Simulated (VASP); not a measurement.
# RbP3 (Pm-3m) in VASP: further runs

One crystal, RbP3, is run at these levels: PBE; tasks: single point, relaxation of cell and atoms.

Everything below comes from runs of VASP 6.6.1. Logs are shortened: lines on timing, memory, paths and dates and some standing lists are left out, and cuts for length are marked.

**1. The cell of the first run**

It takes space group Pm-3m (No. 221, cubic). The conventional cell has a = 4.361 Å, b = 4.361 Å, c = 4.361 Å, α = 90.00°, β = 90.00°, γ = 90.00°. Rb (site symmetry m-3m) has 12 P at 3.08 Å as nearest neighbours. P (site symmetry 4/mmm) has 4 Rb at 3.08 Å and 8 P at 3.08 Å as nearest neighbours.

The cell was built by a generator and needn't be a form met in nature.

**2. Single point, PBE (species swapped into the Gd3Dy type (Pm-3m, No. 221))**

The input, INCAR:

```
SYSTEM = RbP3
PREC = Accurate
ENCUT = 520
EDIFF = 1E-7
ISMEAR = 0
SIGMA = 0.1
LREAL = .False.
LASPH = .True.
NELM = 80
ALGO = Fast
ISIF = 2
LWAVE = .False.
LCHARG = .False.
GGA = PE
NBANDS = 20
```

The input, KPOINTS:

```
Automatic mesh
0
Gamma
  10 10 10
  0 0 0
```

The input, POSCAR:

```
RbP3
1.0
    4.3605460033      0.0000000000      0.0000000000
    0.0000000000      4.3605460033      0.0000000000
    0.0000000000      0.0000000000      4.3605460033
Rb P
1 3
Direct
    0.0000000000      0.0000000000      0.0000000000
    0.0000000000      0.5000000000      0.5000000000
    0.5000000000      0.5000000000      0.0000000000
    0.5000000000      0.0000000000      0.5000000000
```

Potentials or basis: VASP PAW PBE potentials, release 64 (Rb_sv, P).

Run with:

```
cat potpaw_PBE.64/Rb_sv/POTCAR potpaw_PBE.64/P/POTCAR > POTCAR
mpirun -np 1 vasp_std > vasp.out
```

OUTCAR:

```text
SYSTEM = RbP3
   PREC = Accurate
   ENCUT = 520
   EDIFF = 1E-7
   ISMEAR = 0
   LREAL = .False.
   LASPH = .True.
   NELM = 80
   ISIF = 2
   GGA = PE

 ion  position               nearest neighbor table
   1  0.000  0.000  0.000-   2 3.08   3 3.08   4 3.08   2 3.08   4 3.08   2 3.08   3 3.08   2 3.08
                             3 3.08   4 3.08   4 3.08   3 3.08
   2  0.000  0.500  0.500-   1 3.08   1 3.08   1 3.08   1 3.08
   3  0.500  0.500  0.000-   1 3.08   1 3.08   1 3.08   1 3.08
   4  0.500  0.000  0.500-   1 3.08   1 3.08   1 3.08   1 3.08

  LATTYP: Found a simple cubic cell.
 ALAT       =     4.3605460033

  Lattice vectors:

 A1 = (   4.3605460033,   0.0000000000,   0.0000000000)
 A2 = (   0.0000000000,   4.3605460033,   0.0000000000)
 A3 = (   0.0000000000,   0.0000000000,   4.3605460033)

Analysis of symmetry for initial positions (statically):
=====================================================================
 Subroutine PRICEL returns:
 Original cell was already a primitive cell.

 Routine SETGRP: Setting up the symmetry group for a
 simple cubic supercell.

 Subroutine GETGRP returns: Found 48 space group operations
 (whereof 48 operations were pure point group operations)
 out of a pool of 48 trial point group operations.

The static configuration has the point symmetry O_h .

Analysis of symmetry for dynamics (positions and initial velocities):
=====================================================================
 Subroutine PRICEL returns:
 Original cell was already a primitive cell.

 Routine SETGRP: Setting up the symmetry group for a
 simple cubic supercell.

 Subroutine GETGRP returns: Found 48 space group operations
 (whereof 48 operations were pure point group operations)
 out of a pool of 48 trial point group operations.

The dynamic configuration has the point symmetry O_h .

 Subroutine INISYM returns: Found 48 space group operations
 (whereof 48 operations are pure point group operations),
 and found     1 'primitive' translations

----------------------------------------------------------------------------------------

                                     Primitive cell

  volume of cell :      82.9130

  direct lattice vectors                    reciprocal lattice vectors
     4.360546003  0.000000000  0.000000000     0.229329079  0.000000000  0.000000000
     0.000000000  4.360546003  0.000000000     0.000000000  0.229329079  0.000000000
     0.000000000  0.000000000  4.360546003     0.000000000  0.000000000  0.229329079

  length of vectors
     4.360546003  4.360546003  4.360546003     0.229329079  0.229329079  0.229329079

  position of ions in fractional coordinates (direct lattice)
     0.000000000  0.000000000  0.000000000
     0.000000000  0.500000000  0.500000000
     0.500000000  0.500000000  0.000000000
     0.500000000  0.000000000  0.500000000

  ion indices of the primitive-cell ions
   primitive index   ion index
                 1           1
                 2           2
                 3           3
                 4           4

----------------------------------------------------------------------------------------

 KPOINTS: Automatic mesh

Automatic generation of k-mesh.
 Grid dimensions read from file:
 generate k-points for:   10   10   10

 Generating k-lattice:

  Cartesian coordinates                     Fractional coordinates (reciprocal lattice)
     0.022932908  0.000000000  0.000000000     0.100000000  0.000000000  0.000000000
     0.000000000  0.022932908  0.000000000     0.000000000  0.100000000  0.000000000
     0.000000000  0.000000000  0.022932908     0.000000000  0.000000000  0.100000000

  Length of vectors
     0.022932908  0.022932908  0.022932908

  Shift w.r.t. Gamma in fractional coordinates (k-lattice)
     0.000000000  0.000000000  0.000000000

 Subroutine IBZKPT returns following result:
 ===========================================

 Found     56 irreducible k-points:

 Following reciprocal coordinates:
            Coordinates               Weight
  0.000000  0.000000  0.000000      1.000000
  0.100000  0.000000  0.000000      6.000000
  0.200000  0.000000  0.000000      6.000000
  0.300000  0.000000  0.000000      6.000000
  0.400000  0.000000  0.000000      6.000000
  0.500000  0.000000  0.000000      3.000000
[... 16 lines left out ...]
  0.200000  0.100000  0.100000     24.000000
  0.300000  0.100000  0.100000     24.000000
 [... further k-points ...]
   k-points           NKPTS =     56   k-points in BZ     NKDIM =     56   number of bands    NBANDS=     20
   number of dos      NEDOS =    301   number of ions     NIONS =      4
   total plane-waves  NPLWV =  32768
   dimension x,y,z NGX =    32 NGY =   32 NGZ =   32
   dimension x,y,z NGXF=    64 NGYF=   64 NGZF=   64
   ions per type =               1   3
   NGX,Y,Z   is equivalent  to a cutoff of  12.20, 12.20, 12.20 a.u.
   NGXF,Y,Z  is equivalent  to a cutoff of  24.40, 24.40, 24.40 a.u.
 SYSTEM =  RbP3
   PREC   = accura    normal or accurate (medium, high low for compatibility)
   ISTART =      0    job   : 0-new  1-cont  2-samecut
   ICHARG =      2    charge: 1-file 2-atom 10-const
   ISPIN  =      1    spin polarized calculation?
   LNONCOLLINEAR =      F non collinear calculations
   LSORBIT =      F    spin-orbit coupling
   LASPH  =      T    aspherical Exc in radial PAW
   ENCUT  =  520.0 eV  38.22 Ry    6.18 a.u.   8.11  8.11  8.11*2*pi/ulx,y,z
   NELM   =     80;   NELMIN=  2; NELMDL= -5     # of ELM steps
   EDIFF  = 0.1E-06   stopping-criterion for ELM
   LREAL  =      F    real-space projection
   EDIFFG = 0.1E-05   stopping-criterion for IOM
   NSW    =      0    number of steps for IOM
   IBRION =     -1    ionic relax: 0-MD 1-quasi-New 2-CG
   NFREE  =      0    steps in history (QN), initial steepest desc. (CG)
   ISIF   =      2    stress and relaxation
   ISYM   =      2    0-nonsym 1-usesym 2-fastsym
   POTIM  = 0.5000    time-step for ionic-motion
   TEBEG  =    0.0;   TEEND  =   0.0 temperature during run
   PSTRESS=    0.0 pullay stress
   NELECT =      24.0000    total number of electrons
   NUPDOWN=      -1.0000    fix difference up-down
   EMIN   =  10.00;   EMAX   =-10.00  energy-range for DOS
   EFERMI =   0.00;   METHOD = LEGACY
   ISMEAR =     0;   SIGMA  =   0.10  broadening in eV -4-tet -1-fermi 0-gaus
   EFERMI_NEDOS =   21; number of points for ismear=-14 and -15
   IALGO  =     68    algorithm
   IMIX   =      4    mixing-type and parameters
     AMIX     =   0.40;   BMIX     =  1.00
     AMIX_MAG =   1.60;   BMIX_MAG =  1.00
  volume/ion in A,a.u.               =      20.73       139.88
  Fermi-wavevector in a.u.,A,eV,Ry     =   1.082940  2.046460 15.956354  1.172759
  Thomas-Fermi vector in A             =   2.218994
   LORBIT       =      0    0 simple, 1 ext, 2 COOP (PROOUT), +10 PAW based schemes
   GGA     = PE    functional components
   LHFCALC =     F    Hartree Fock is set to
   AEXX    =    0.0000 exact exchange contribution
   IVDW    =     0    specifies the selected vdW correction
   LEPSILON=     F    determine dielectric tensor
   LRPA    =     F    only Hartree local field effects (RPA)
 non-spin polarized calculation
 RMM-DIIS sequential band-by-band and
 Gauss-broadening in eV      SIGMA  =   0.10
  energy-cutoff  :      520.00
  volume of cell :       82.91
 maximum number of plane-waves:      2272
   NGX = 17   NGY = 17   NGZ = 17

 number of electron      23.9999997 magnetization

 Free energy of the ion-electron system (eV)
  ---------------------------------------------------
  ext. energy  EPLUGINS =         0.00000000
  ---------------------------------------------------
  free energy    TOTEN  =       -13.58803571 eV

  energy without entropy =      -13.57591072  energy(sigma->0) =      -13.58197322

 E-fermi :   4.6062     XC(G=0): -10.0897

 val. band max:        4.5932937253   @ k =   0.3000   0.1000   0.0000
 cond. band min:       4.6140878233   @ k =   0.4000   0.2000   0.0000
 fundamental gap:      0.0207940979
 Fermi energy:         4.6062153538

 k-point     1 :       0.0000    0.0000    0.0000
  band No.  band energies     occupation
      1     -20.9445      2.00000
      2      -7.2944      2.00000
      3      -5.4266      2.00000
      4      -5.4266      2.00000
      5      -5.4266      2.00000
      6      -3.2592      2.00000
[... 12 lines left out ...]
     19       9.0629      0.00000
     20       9.5432      0.00000

 k-point     2 :       0.1000    0.0000    0.0000
  band No.  band energies     occupation
      1     -20.9423      2.00000
      2      -7.3168      2.00000
      3      -5.4323      2.00000
      4      -5.4155      2.00000
      5      -5.4155      2.00000
      6      -3.2772      2.00000
[... 12 lines left out ...]
     19       9.4802      0.00000
     20       9.6139      0.00000

 k-point     3 :       0.2000    0.0000    0.0000
  band No.  band energies     occupation
      1     -20.9366      2.00000
      2      -7.3812      2.00000
      3      -5.4195      2.00000
      4      -5.3860      2.00000
      5      -5.3860      2.00000
      6      -3.3593      2.00000
[... 12 lines left out ...]
     19       9.8237      0.00000
     20      10.4817      0.00000

 k-point     4 :       0.3000    0.0000    0.0000
  band No.  band energies     occupation
      1     -20.9294      2.00000
      2      -7.4702      2.00000
      3      -5.3496      2.00000
      4      -5.3486      2.00000
      5      -5.3486      2.00000
      6      -3.5262      2.00000
[... 12 lines left out ...]
     19      10.6415      0.00000
     20      11.7254      0.00000

 k-point     5 :       0.4000    0.0000    0.0000
  band No.  band energies     occupation
      1     -20.9237      2.00000
      2      -7.5471      2.00000
      3      -5.3177      2.00000
      4      -5.3177      2.00000
      5      -5.2423      2.00000
      6      -3.7180      2.00000
[... 12 lines left out ...]
     19      11.6157      0.00000
     20      12.2564      0.00000

 k-point     6 :       0.5000    0.0000    0.0000
  band No.  band energies     occupation
      1     -20.9215      2.00000
      2      -7.5774      2.00000
      3      -5.3057      2.00000
      4      -5.3057      2.00000
      5      -5.1850      2.00000
      6      -3.8085      2.00000
[... 12 lines left out ...]
     19      11.9316      0.00000
     20      12.0341      0.00000

 k-point     7 :       0.1000    0.1000    0.0000
  band No.  band energies     occupation
      1     -20.9401      2.00000
      2      -7.3284      2.00000
      3      -5.5789      2.00000
      4      -5.4046      2.00000
      5      -5.2663      2.00000
      6      -3.2698      2.00000
[... 12 lines left out ...]
     19       9.5625      0.00000
     20       9.9529      0.00000
[... 277 lines left out ...]
 k-point    20 :       0.5000    0.4000    0.0000
  band No.  band energies     occupation
      1     -20.9034      2.00000
      2      -6.8094      2.00000
      3      -6.5852      2.00000
      4      -5.2195      2.00000
      5      -5.0292      2.00000
      6      -3.5351      2.00000
[... 12 lines left out ...]
     19      13.3351      0.00000
     20      13.3579      0.00000

 k-point    21 :       0.5000    0.5000    0.0000
  band No.  band energies     occupation
      1     -20.9015      2.00000
      2      -6.6511      2.00000
      3      -6.6511      2.00000
      4      -5.2598      2.00000
      5      -5.2101      2.00000
      6      -3.4096      2.00000
[... 12 lines left out ...]
     19      13.0437      0.00000
     20      13.0658      0.00000

 k-point    22 :       0.1000    0.1000    0.1000
  band No.  band energies     occupation
      1     -20.9380      2.00000
      2      -7.3324      2.00000
      3      -5.5594      2.00000
      4      -5.5594      2.00000
      5      -5.1207      2.00000
      6      -3.2671      2.00000
[... 12 lines left out ...]
     19       9.4899      0.00000
     20      10.3206      0.00000

 k-point    23 :       0.2000    0.1000    0.1000
  band No.  band energies     occupation
      1     -20.9324      2.00000
      2      -7.3521      2.00000
      3      -5.7261      2.00000
      4      -5.5066      2.00000
      5      -4.9478      2.00000
      6      -3.3500      2.00000
[... 12 lines left out ...]
     19      10.0443      0.00000
     20      10.6963      0.00000

 k-point    24 :       0.3000    0.1000    0.1000
  band No.  band energies     occupation
      1     -20.9255      2.00000
      2      -7.3950      2.00000
      3      -5.8121      2.00000
      4      -5.4380      2.00000
      5      -4.7863      2.00000
      6      -3.5327      2.00000
[... 12 lines left out ...]
     19      11.0933      0.00000
     20      11.1261      0.00000

 [... further k-points ...]
[... 5 lines left out ...]
  --------------------------------------------------------------------------------------
  -------------------------------------------------------------------------------------
  Total        0.0972759      0.0972759      0.0972759      0.0000000      0.0000000      0.0000000
  in kB        1.8797203      1.8797203      1.8797203      0.0000000      0.0000000      0.0000000
  external PRESSURE =       1.8797203 kB  Pullay stress =       0.0000000 kB

 VOLUME and BASIS-vectors are now :
 -----------------------------------------------------------------------------
  energy-cutoff  :      520.00
  volume of cell :       82.91
      direct lattice vectors                 reciprocal lattice vectors
     4.360546003  0.000000000  0.000000000     0.229329079  0.000000000  0.000000000
     0.000000000  4.360546003  0.000000000     0.000000000  0.229329079  0.000000000
     0.000000000  0.000000000  4.360546003     0.000000000  0.000000000  0.229329079

 POSITION                                       TOTAL-FORCE (eV/Angst)
 -----------------------------------------------------------------------------------
      0.00000      0.00000      0.00000         0.000000      0.000000      0.000000
      0.00000      2.18027      2.18027         0.000000      0.000000      0.000000
      2.18027      2.18027      0.00000         0.000000      0.000000      0.000000
      2.18027      0.00000      2.18027         0.000000      0.000000      0.000000
 -----------------------------------------------------------------------------------
    total drift:                                0.000000     -0.000000     -0.000000

  FREE ENERGIE OF THE ION-ELECTRON SYSTEM (eV)
  ---------------------------------------------------
  free  energy   TOTEN  =       -13.5880357141 eV

  energy  without entropy=      -13.5759107213  energy(sigma->0) =      -13.58197322
```

Wall time 55 s (1 thread of Intel Xeon Platinum 8488C (Sapphire Rapids), shared host); peak memory 0.22 GiB.

What came out:

```
Free energy            : -13.5880 eV
Pressure               : 0.2 GPa
Band gap on the k mesh : none (metal or under the smearing width)
```

Levels at points of the mesh, in eV from the Fermi level:
| k point | band 10 | band 11 | band 12 | band 13 | band 14 | band 15 |
| --- | --- | --- | --- | --- | --- | --- |
| (0.00, 0.00, 0.00) | -2.80 | 0.50 | 0.50 | 0.50 | 3.21 | 3.21 |
| (0.50, 0.00, 0.00) | -1.40 | -0.60 | -0.46 | -0.46 | -0.26 | 1.95 |
| (0.50, 0.50, 0.00) | -1.34 | -1.34 | -1.08 | 0.01 | 0.01 | 2.79 |
| (0.50, 0.50, 0.50) | -2.26 | -2.26 | 3.08 | 3.08 | 3.08 | 3.22 |

**3. Relaxation of cell and atoms, PBE (species swapped into the Gd3Dy type (Pm-3m, No. 221))**

The input, INCAR:

```
SYSTEM = RbP3
PREC = Accurate ; ENCUT = 600
EDIFF = 1E-7 ; ISMEAR = 0
SIGMA = 0.1 ; LREAL = .False.
LASPH = .True. ; NELM = 60
ALGO = Normal ; ISIF = 3
LWAVE = .False. ; LCHARG = .False.
GGA = PE ; IBRION = 2
NSW = 100 ; EDIFFG = -0.01
```

The input, KPOINTS:

```
regular mesh
0
Gamma
  10 10 10
  0 0 0
```

The input, POSCAR:

```
RbP3
1.0
    4.3768375668      0.0000000000      0.0000000000
    0.0000000000      4.3768375668      0.0000000000
    0.0000000000      0.0000000000      4.3768375668
Rb P
1 3
Direct
    0.0000000000      0.0000000000      0.0000000000
    0.0000000000      0.5000000000      0.5000000000
    0.5000000000      0.5000000000      0.0000000000
    0.5000000000      0.0000000000      0.5000000000
```

Potentials or basis: VASP PAW PBE potentials, release 64 (Rb_sv, P).

Run with:

```
cat potpaw_PBE.64/Rb_sv/POTCAR potpaw_PBE.64/P/POTCAR > POTCAR
mpirun -np 1 vasp_std > vasp.out
```

It took 1.9 min on 1 thread of Intel Xeon Platinum 8488C (Sapphire Rapids), shared host; peak memory 0.26 GiB.

The run converged. Its results:

| Quantity | Value |
| --- | --- |
| Free energy | -13.5886 eV |
| Relaxed volume | 20.83 Å³/atom |
| Relaxed cell | a = 4.368 Å, b = 4.368 Å, c = 4.368 Å, α = 90.00°, β = 90.00°, γ = 90.00° |
| Space group after relaxing (to 0.05 Å) | Pm-3m (No. 221) |
| Energy gained by relaxing | 0.1 meV/atom |
| Ionic steps | 2 |
| Pressure after relaxing | 0.0 GPa |
| Band gap on the k mesh | none (metal or under the smearing width) |

The path:
| step | energy change (eV) | largest force (eV/Å) | pressure (GPa) | volume (Å³) |
| --- | --- | --- | --- | --- |
| 1 | 0.0000 | 0.0000 | -0.33 | 83.85 |
| 2 | -0.0006 | 0.0000 | -0.05 | 83.33 |

Final structure:
```xyz
4
Lattice="4.3678 0.0000 0.0000 0.0000 4.3678 0.0000 0.0000 0.0000 4.3678" Properties=species:S:1:pos:R:3 pbc="T T T"
Rb    0.0000    0.0000    0.0000
P     0.0000    2.1839    2.1839
P     2.1839    2.1839    0.0000
P     2.1839    0.0000    2.1839
```

Levels at points of the mesh, in eV from the Fermi level:
```
           k point  band 10  band 11  band 12  band 13  band 14  band 15
(0.00, 0.00, 0.00)    -2.79     0.49     0.49     0.49     3.19     3.19
(0.50, 0.00, 0.00)    -1.38    -0.61    -0.45    -0.45    -0.26     1.94
(0.50, 0.50, 0.00)    -1.32    -1.32    -1.07     0.01     0.01     2.77
(0.50, 0.50, 0.50)    -2.26    -2.26     3.06     3.06     3.06     3.20
```

**4. Single point, PBE (species swapped into the Gd3Dy type (Pm-3m, No. 221))**

The input, INCAR:

```
SYSTEM = RbP3
PREC = Accurate
ENCUT = 520
EDIFF = 1E-6
ISMEAR = 0
SIGMA = 0.1
LREAL = .False.
LASPH = .True.
NELM = 60
ALGO = Normal
ISIF = 2
LWAVE = .False.
LCHARG = .False.
GGA = PE
NBANDS = 20
```

The input, KPOINTS:

```
regular mesh
0
Gamma
  4 4 4
  0 0 0
```

The input, POSCAR:

```
RbP3
1.0
    5.0763637800      0.0000000000      0.0000000000
    0.0000000000      5.0763637800      0.0000000000
    0.0000000000      0.0000000000      5.0763637800
Rb P
1 3
Direct
    0.0000000000      0.0000000000      0.0000000000
    0.0000000000      0.5000000000      0.5000000000
    0.5000000000      0.5000000000      0.0000000000
    0.5000000000      0.0000000000      0.5000000000
```

Run with:

```
cat potpaw_PBE.64/Rb_sv/POTCAR potpaw_PBE.64/P/POTCAR > POTCAR
mpirun -np 1 vasp_std > vasp.out
```

Wall time 28 s (1 thread of Intel Xeon Platinum 8488C (Sapphire Rapids), shared host); peak memory 0.23 GiB.

Results (log left out):

| Property | Result |
| --- | --- |
| Free energy | -11.7801 eV |
| Pressure | -7.9 GPa |
| Band gap on the k mesh | none (metal or under the smearing width) |

Levels at points of the mesh, in eV from the Fermi level:
```csv
k point,band 8,band 9,band 10,band 11,band 12,band 13,band 14,band 15,band 16,band 17
"(0.00, 0.00, 0.00)",-1.63,-1.63,-1.63,0.43,0.43,0.43,1.78,1.78,1.78,4.38
"(0.50, 0.00, 0.00)",-1.33,-1.33,-0.76,-0.30,-0.16,-0.16,-0.08,1.29,1.29,6.35
"(0.50, 0.50, 0.00)",-2.15,-1.43,-0.39,-0.39,-0.22,-0.18,-0.18,1.66,1.77,6.77
"(0.50, 0.50, 0.50)",-2.80,-1.61,-1.61,-1.61,1.73,1.73,1.73,1.83,1.83,4.77
```

(Part 1 of 2 ends here.)
